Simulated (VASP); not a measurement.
Output of a VASP run:

### OSZICAR
```
...
DAV:   5    -0.145282550406E+02    0.28153E-03   -0.20160E-03  4588   0.417E-01    0.519E-02
DAV:   6    -0.145284063117E+02   -0.15127E-03   -0.10757E-04  4184   0.816E-02    0.894E-03
DAV:   7    -0.145284064334E+02   -0.12174E-06   -0.13652E-06  3200   0.899E-03
   2 F= -.14528406E+02 E0= -.14528072E+02  d E =0.243311E-01
       N       E                     dE             d eps       ncg     rms          rms(c)
DAV:   1    -0.149251534828E+02   -0.39675E+00   -0.10304E+01  4209   0.379E+01    0.664E+00
DAV:   2    -0.145630168943E+02    0.36214E+00   -0.10825E+00  4244   0.108E+01    0.921E-01
DAV:   3    -0.145495850675E+02    0.13432E-01   -0.10974E-01  4508   0.310E+00    0.101E+00
DAV:   4    -0.145555630833E+02   -0.59780E-02   -0.49090E-03  4200   0.580E-01    0.737E-02
DAV:   5    -0.145559587541E+02   -0.39567E-03   -0.10121E-03  4566   0.286E-01    0.321E-02
DAV:   6    -0.145559722672E+02   -0.13513E-04   -0.71824E-05  4182   0.769E-02    0.149E-02
DAV:   7    -0.145559716188E+02    0.64843E-06   -0.17865E-06  2656   0.134E-02
   3 F= -.14555972E+02 E0= -.14555727E+02  d E =-.323404E-02
       N       E                     dE             d eps       ncg     rms          rms(c)
DAV:   1    -0.145559892436E+02   -0.16976E-04   -0.49279E-04  4228   0.267E-01    0.436E-02
DAV:   2    -0.145559725616E+02    0.16682E-04   -0.49037E-05  4238   0.725E-02    0.631E-03
DAV:   3    -0.145559720485E+02    0.51309E-06   -0.53271E-06  4202   0.217E-02
   4 F= -.14555972E+02 E0= -.14555728E+02  d E =-.323447E-02
       N       E                     dE             d eps       ncg     rms          rms(c)
DAV:   1    -0.145654409015E+02   -0.94683E-02   -0.29399E-01  4225   0.651E+00    0.109E+00
DAV:   2    -0.145553840016E+02    0.10057E-01   -0.29811E-02  4252   0.179E+00    0.155E-01
DAV:   3    -0.145549797139E+02    0.40429E-03   -0.32528E-03  4477   0.537E-01    0.161E-01
DAV:   4    -0.145551556467E+02   -0.17593E-03   -0.14522E-04  4136   0.984E-02    0.105E-02
DAV:   5    -0.145551631030E+02   -0.74563E-05   -0.33004E-05  4510   0.529E-02    0.814E-03
DAV:   6    -0.145551636280E+02   -0.52504E-06   -0.30755E-06  4034   0.158E-02
   5 F= -.14555164E+02 E0= -.14554938E+02  d E =-.242605E-02
       N       E                     dE             d eps       ncg     rms          rms(c)
DAV:   1    -0.145654497331E+02   -0.10287E-01   -0.27253E-01  4233   0.630E+00    0.103E+00
DAV:   2    -0.145561996400E+02    0.92501E-02   -0.27574E-02  4260   0.172E+00    0.148E-01
DAV:   3    -0.145558200591E+02    0.37958E-03   -0.30245E-03  4484   0.517E-01    0.151E-01
DAV:   4    -0.145559662034E+02   -0.14614E-03   -0.13600E-04  4126   0.946E-02    0.131E-02
DAV:   5    -0.145559702349E+02   -0.40315E-05   -0.32079E-05  4485   0.526E-02    0.887E-03
DAV:   6    -0.145559709320E+02   -0.69711E-06   -0.30127E-06  4037   0.153E-02
   6 F= -.14555971E+02 E0= -.14555728E+02  d E =-.323335E-02
       N       E                     dE             d eps       ncg     rms          rms(c)
DAV:   1    -0.145567484268E+02   -0.77819E-03   -0.34481E-02  4088   0.161E+00    0.158E-01
DAV:   2    -0.145561530329E+02    0.59539E-03   -0.99050E-04  4380   0.277E-01    0.669E-02
DAV:   3    -0.145560258584E+02    0.12717E-03   -0.43285E-04  4843   0.145E-01    0.878E-03
DAV:   4    -0.145560262884E+02   -0.42997E-06   -0.76124E-06  4100   0.292E-02
   7 F= -.14556026E+02 E0= -.14555771E+02  d E =-.553564E-04
```

OUTCAR:
```
------------------------ aborting loop because EDIFF is reached ----------------------------------------
  FORCE on cell =-STRESS in cart. coord.  units (eV):
  Direction    XX          YY          ZZ          XY          YZ          ZX
  --------------------------------------------------------------------------------------
  Total        0.0139131      0.0139131      0.0147209      0.0000000      0.0000000      0.0000000
  in kB        0.7728224      0.7728226      0.8176937      0.0000000      0.0000000      0.0000000
  external PRESSURE =       0.7877796 kB  Pullay stress =       0.0000000 kB
  volume of cell :       28.84
      direct lattice vectors                 reciprocal lattice vectors
     1.376075573 -2.383433206 -0.000000000     0.363352137 -0.209781419 -0.000000000
     1.376075573  2.383433206 -0.000000000     0.363352137  0.209781419 -0.000000000
     0.000000000  0.000000000  4.397242919     0.000000000  0.000000000  0.227415228
 POSITION                                       TOTAL-FORCE (eV/Angst)
 -----------------------------------------------------------------------------------
      1.37608      0.79448      1.09931        -0.000000     -0.000000      0.000000
      1.37608     -0.79448      3.29793         0.000000      0.000000      0.000000
 -----------------------------------------------------------------------------------
    total drift:                               -0.000027      0.000624     -0.000044
  FREE ENERGIE OF THE ION-ELECTRON SYSTEM (eV)
  ---------------------------------------------------
  free  energy   TOTEN  =       -14.5560262884 eV

  energy  without entropy=      -14.5552608617  energy(sigma->0) =      -14.55577115

 reached required accuracy - stopping structural energy minimisation
```
(Selected blocks of OUTCAR.)

File POSCAR:
```
Tc
1
    1.3700000000    -2.3729100000     0.0000000000
    1.3700000000     2.3729100000     0.0000000000
    0.0000000000     0.0000000000     4.3900000000
Tc
2
Direct
  0.3333330000   0.6666670000   0.2500000000
  0.6666670000   0.3333330000   0.7500000000
```

**Question.** Reconstruct the remaining input files.

**Answer.** One answer among several that fit: the input of the run itself, optB88-vdW, plane waves, VASP's PBE PAW potentials (set 64).

**KPOINTS**
```
Automatic mesh
0
Gamma
14 14 8
0 0 0
```

INCAR:
```
SYSTEM = Tc
PREC = Accurate; ENCUT = 520; LREAL = F
LASPH = T
EDIFF = 1E-6; NELM = 100; ALGO = Normal
LMAXMIX = 4
ISMEAR = 1; SIGMA = 0.1
GGA = BO; LUSE_VDW = T; AGGAC = 0.0
PARAM1 = 0.1833333333; PARAM2 = 0.22
IBRION = 2; NSW = 60; ISIF = 3
EDIFFG = -0.01
LWAVE = F; LCHARG = F
```

POTCAR, in this order: Tc_pv (PBE.64 set). Program: vasp_std.

The compound is Tc in the hcp structure. This run relaxes it. Symmetry was kept, so distortions that lower it aren't found.
